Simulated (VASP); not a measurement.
Given:

```xyz
2
Lattice="1.3861 -2.4008 0.0000 1.3861 2.4008 0.0000 0.0000 0.0000 4.4856" Properties=species:S:1:pos:R:3 pbc="T T T"
Re     1.3861     0.8003     1.1214
Re     1.3861    -0.8003     3.3642
```

Calculation: PBE GGA, VASP's PBE PAW potentials (set 64) (plane waves; VASP). Settings: 480 eV cut-off, 14×14×8 Γ-centred mesh, first-order Methfessel-Paxton smearing of 0.10 eV, potentials Re.

Each relaxation starts from this cell; other phases were not tried.

Problem. The cell is relaxed at 2 GPa. What happens?

Solution. The volume per atom goes from 14.93 to 14.85 Å³ (-0.5 %), and the cell becomes a = b = 2.768 Å, c = 4.478 Å, α = β = 90.00°, γ = 120.00°, space group P6_3/mmc.

Problem. The cell is relaxed at 20 GPa. What happens?

Solution. The volume per atom goes from 14.93 to 14.23 Å³ (-4.7 %), and the cell becomes a = 2.7281 Å, b = 2.7281 Å, c = 4.4160 Å, α = 90.00°, β = 90.00°, γ = 120.00°, space group P6_3/mmc.

Failed runs are left out, and for metals the shear rows, which the mesh's noise covers.

The compound is Re in the hcp structure.
